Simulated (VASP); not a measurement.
A run of VASP 6.6.1 is set up as follows.

Contents of POSCAR:

```
CaSi2Sb2
1.0
    4.9973900000      0.0000000000      0.0000000000
   -2.4987000000      4.3278700000      0.0000000000
    0.0000000000      0.0000000000      5.8616900000
Ca Si Sb
1 2 2
Direct
    0.0000000000      0.0000000000      0.0000000000
    0.3333300000      0.6666700000      0.2564800000
    0.6666700000      0.3333300000      0.7435200000
    0.3333300000      0.6666700000      0.7224000000
    0.6666700000      0.3333300000      0.2776000000
```

The input INCAR.step1:

```
ALGO = Normal
EDIFF = 1E-7
ENCUT = 600
GGA = PE
ISIF = 2
ISMEAR = -1
LASPH = True
LCHARG = True
LREAL = False
LWAVE = False
NBANDS = 22
NELM = 60
PREC = Accurate
SIGMA = 0.05
```

File KPOINTS.step1:

```
k-points
0
Gamma
  5 5 4
```

Contents of INCAR.step2:

```
ALGO = Normal
EDIFF = 1E-7
ENCUT = 600
GGA = PE
ICHARG = 11
ISIF = 2
ISMEAR = 0
LASPH = True
LCHARG = False
LREAL = False
LWAVE = False
NBANDS = 22
NELM = 60
PREC = Accurate
SIGMA = 0.05
```

File KPOINTS.step2:

```
path GMKGALHA,LM,KH
20
line-mode
reciprocal
 0.0000000000  0.0000000000  0.0000000000  G
 0.5000000000  0.0000000000  0.0000000000  M

 0.5000000000  0.0000000000  0.0000000000  M
 0.3333333333  0.3333333333  0.0000000000  K

 0.3333333333  0.3333333333  0.0000000000  K
 0.0000000000  0.0000000000  0.0000000000  G

 0.0000000000  0.0000000000  0.0000000000  G
 0.0000000000  0.0000000000  0.5000000000  A

 0.0000000000  0.0000000000  0.5000000000  A
 0.5000000000  0.0000000000  0.5000000000  L

 0.5000000000  0.0000000000  0.5000000000  L
 0.3333333333  0.3333333333  0.5000000000  H

 0.3333333333  0.3333333333  0.5000000000  H
 0.0000000000  0.0000000000  0.5000000000  A

 0.5000000000  0.0000000000  0.5000000000  L
 0.5000000000  0.0000000000  0.0000000000  M

 0.3333333333  0.3333333333  0.0000000000  K
 0.3333333333  0.3333333333  0.5000000000  H
```

Potentials or basis: VASP PAW PBE potentials, release 54 (Ca_sv, Si, Sb).

Command:

```sh
$ cat potpaw_PBE.54/Ca_sv/POTCAR potpaw_PBE.54/Si/POTCAR potpaw_PBE.54/Sb/POTCAR > POTCAR
$ cp INCAR.step1 INCAR
$ cp KPOINTS.step1 KPOINTS
$ mpirun -np 1 vasp_std > vasp.out
$ cp INCAR.step2 INCAR
$ cp KPOINTS.step2 KPOINTS
$ mpirun -np 1 vasp_std > vasp.out
```

Problem. Estimate the band gap along the path.

Solution. None (metal or under the smearing width).

Levels at the corners of the path, in eV from the Fermi level:
```
point  band 10  band 11  band 12  band 13  band 14  band 15  band 16  band 17  band 18  band 19
    Γ    -3.96    -2.97    -1.52    -1.40    -1.40    -0.34    -0.34     0.58     0.58     1.92
    M    -4.46    -3.62    -3.07    -2.46     0.05     1.41     2.01     2.11     3.05     3.37
    M    -4.46    -3.62    -3.07    -2.46     0.05     1.41     2.01     2.11     3.05     3.37
    K    -4.00    -4.00    -2.76    -0.53    -0.53     1.14     1.71     1.71     2.31     3.74
    K    -4.00    -4.00    -2.76    -0.53    -0.53     1.14     1.71     1.71     2.31     3.74
    Γ    -3.96    -2.97    -1.52    -1.40    -1.40    -0.34    -0.34     0.58     0.58     1.92
    Γ    -3.96    -2.97    -1.52    -1.40    -1.40    -0.34    -0.34     0.58     0.58     1.92
    A    -3.04    -2.99    -2.99    -1.84    -1.13    -0.43    -0.43     0.72     0.72     2.41
    A    -3.04    -2.99    -2.99    -1.84    -1.13    -0.43    -0.43     0.72     0.72     2.41
    L    -3.33    -2.26    -2.01    -1.23     0.19     0.42     1.05     1.73     2.83     3.18
    L    -3.33    -2.26    -2.01    -1.23     0.19     0.42     1.05     1.73     2.83     3.18
    H    -4.35    -1.04    -1.04    -0.01    -0.01     0.77     0.77     1.33     1.33     2.59
    H    -4.35    -1.04    -1.04    -0.01    -0.01     0.77     0.77     1.33     1.33     2.59
    A    -3.04    -2.99    -2.99    -1.84    -1.13    -0.43    -0.43     0.72     0.72     2.41
    L    -3.33    -2.26    -2.01    -1.23     0.19     0.42     1.05     1.73     2.83     3.18
    M    -4.46    -3.62    -3.07    -2.46     0.05     1.41     2.01     2.11     3.05     3.37
    K    -4.00    -4.00    -2.76    -0.53    -0.53     1.14     1.71     1.71     2.31     3.74
    H    -4.35    -1.04    -1.04    -0.01    -0.01     0.77     0.77     1.33     1.33     2.59
```

Caveat: the log is that of the step along the path at fixed density, whose energy, stress, charges and moments have no meaning; spin-orbit coupling is left out, which moves the levels of the heavy elements.
